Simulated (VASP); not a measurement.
Calculation: PBE GGA with D3 dispersion (Becke-Johnson damping), VASP's PBE PAW potentials (set 64) (plane waves; VASP).

VASP ran on this input.

### KPOINTS
```
Automatic mesh
0
Gamma
7 7 7
0 0 0
```

INCAR:
```
# general
SYSTEM  = PbTe
PREC    = Accurate
ENCUT   = 520
LREAL   = .False.
LASPH   = .True.

# electronic loop
EDIFF   = 1E-6
NELM    = 100
ALGO    = Normal
LMAXMIX = 4

# smearing
ISMEAR  = 0
SIGMA   = 0.05

# functional
GGA     = PE
IVDW    = 12

# ions
IBRION  = 2
NSW     = 60
ISIF    = 3
EDIFFG  = -0.01

# output
LWAVE   = .False.
LCHARG  = .False.
```

**POSCAR**
```
PbTe
1.0
  0.0000000000   3.2300000000   3.2300000000
  3.2300000000   0.0000000000   3.2300000000
  3.2300000000   3.2300000000   0.0000000000
Te Pb
1 1
Cartesian
  3.2300000000   3.2300000000   3.2300000000
  0.0000000000   0.0000000000   0.0000000000
```

POTCAR, in this order: Te Pb_d (PBE.64 set). Program: vasp_std.

Output of the run:

File OSZICAR:
```
       N       E                     dE             d eps       ncg     rms          rms(c)
DAV:   1     0.151046913107E+03    0.15105E+03   -0.92130E+03   560   0.137E+03
DAV:   2     0.348163210839E+01   -0.14757E+03   -0.14508E+03   590   0.333E+02
DAV:   3    -0.733793109351E+01   -0.10820E+02   -0.10787E+02   746   0.974E+01
DAV:   4    -0.761222614456E+01   -0.27430E+00   -0.27422E+00   666   0.192E+01
DAV:   5    -0.762193166903E+01   -0.97055E-02   -0.97054E-02   762   0.302E+00    0.335E+00
DAV:   6    -0.750316489346E+01    0.11877E+00   -0.28562E-01   748   0.433E+00    0.209E+00
DAV:   7    -0.749998818083E+01    0.31767E-02   -0.86689E-02   672   0.168E+00    0.923E-01
DAV:   8    -0.750176371990E+01   -0.17755E-02   -0.97248E-03   614   0.117E+00    0.151E-01
DAV:   9    -0.750172696595E+01    0.36754E-04   -0.11286E-03   842   0.409E-01    0.601E-02
DAV:  10    -0.750176164937E+01   -0.34683E-04   -0.12810E-04   578   0.975E-02    0.207E-02
DAV:  11    -0.750176924854E+01   -0.75992E-05   -0.42191E-05   680   0.617E-02    0.168E-02
DAV:  12    -0.750176911107E+01    0.13747E-06   -0.24477E-06   662   0.122E-02
   1 F= -.83072107E+01 E0= -.83072107E+01  d E =-.830721E+01
       N       E                     dE             d eps       ncg     rms          rms(c)
DAV:   1    -0.750678674822E+01   -0.50175E-02   -0.67650E-02   686   0.470E+00    0.244E-01
DAV:   2    -0.750501917116E+01    0.17676E-02   -0.35867E-03   692   0.110E+00    0.909E-02
DAV:   3    -0.750470008552E+01    0.31909E-03   -0.13617E-03   692   0.622E-01    0.185E-02
DAV:   4    -0.750469907770E+01    0.10078E-05   -0.22708E-05   572   0.515E-02    0.138E-02
DAV:   5    -0.750469612964E+01    0.29481E-05   -0.57745E-06   644   0.245E-02    0.383E-03
DAV:   6    -0.750469594325E+01    0.18639E-06   -0.44015E-07   298   0.121E-02
   2 F= -.83072947E+01 E0= -.83072947E+01  d E =-.839742E-04
```

File OUTCAR:
```
------------------------ aborting loop because EDIFF is reached ----------------------------------------
 Edisp (eV)   -0.80260
  FORCE on cell =-STRESS in cart. coord.  units (eV):
  Direction    XX          YY          ZZ          XY          YZ          ZX
  --------------------------------------------------------------------------------------
  Total      -0.00668    -0.00668    -0.00668     0.00000     0.00000     0.00000
  in kB      -0.15829    -0.15829    -0.15829     0.00000     0.00000     0.00000
  external pressure =       -0.16 kB  Pullay stress =        0.00 kB
  volume of cell :       67.63
      direct lattice vectors                 reciprocal lattice vectors
     0.000000000  3.233675618  3.233675618    -0.154622807  0.154622807  0.154622807
     3.233675618  0.000000000  3.233675618     0.154622807 -0.154622807  0.154622807
     3.233675618  3.233675618  0.000000000     0.154622807  0.154622807 -0.154622807
  FREE ENERGIE OF THE ION-ELECTRON SYSTEM (eV)
  ---------------------------------------------------
  free  energy   TOTEN  =        -8.3072946918 eV

  energy  without entropy=       -8.3072946918  energy(sigma->0) =       -8.30729469

 reached required accuracy - stopping structural energy minimisation
```
(Selected blocks of OUTCAR.)

CONTCAR:
```
PbTe
   1.00000000000000
     0.0000000000000000    3.2336756176489190    3.2336756176489190
     3.2336756176489190    0.0000000000000000    3.2336756176489190
     3.2336756176489190    3.2336756176489190    0.0000000000000000
  Te              Pb
     1     1
Direct
     0.5000000000000000    0.5000000000000000    0.5000000000000000
     0.0000000000000000    0.0000000000000000    1.0000000000000000
```

The compound is PbTe in the rock salt structure. This run relaxes it. Symmetry was kept, so distortions that lower it aren't found.
